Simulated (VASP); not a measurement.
A cell of TcPt$_{3}$ (space group I4/mmm) near equilibrium:

```yaml
crystal:
  lattice:
    - [-1.92807, 1.92807, 3.93178]
    - [1.92807, -1.92807, 3.93178]
    - [1.92807, 1.92807, -3.93178]
  atoms:
    - { symbol: Tc, position: [0.00000, 0.00000, 0.00000] }
    - { symbol: Pt, position: [0.75000, 0.25000, 0.50000] }
    - { symbol: Pt, position: [0.25000, 0.75000, 0.50000] }
    - { symbol: Pt, position: [0.50000, 0.50000, 0.00000] }
```

Calculation: PBEsol GGA, VASP's PBE PAW potentials (set 64) (plane waves; VASP).

```json
[
 {"run": "as it is", "ΔE (meV/atom)": "0.0", "σxx": "0.05", "σyy": "0.05", "σzz": "0.27", "largest shear component, with its sign (GPa)": "0.00", "largest force (eV/Å)": "0.000"},
 {"run": "after one change", "ΔE (meV/atom)": "14.8", "σxx": "0.75", "σyy": "0.75", "σzz": "1.21", "largest shear component, with its sign (GPa)": "0.00", "largest force (eV/Å)": "1.193"}
]
```
Stress is in GPa, positive when the cell is compressed.

Which change was made?
(A) biaxial strain of +4.0 % in the xz plane
(B) atom 1 (Tc) moved by -0.100 Å along z
(C) atom 3 (Pt) moved by -0.200 Å along z
(D) isotropic strain of -2.0 %

B, atom 1 (Tc) moved by -0.100 Å along z

The structure comes from a computed database's TcPt3 entry (I4/mmm); how it stands against other phases isn't given here. The electron count is odd and the run is not spin-polarised, which forces a metal.
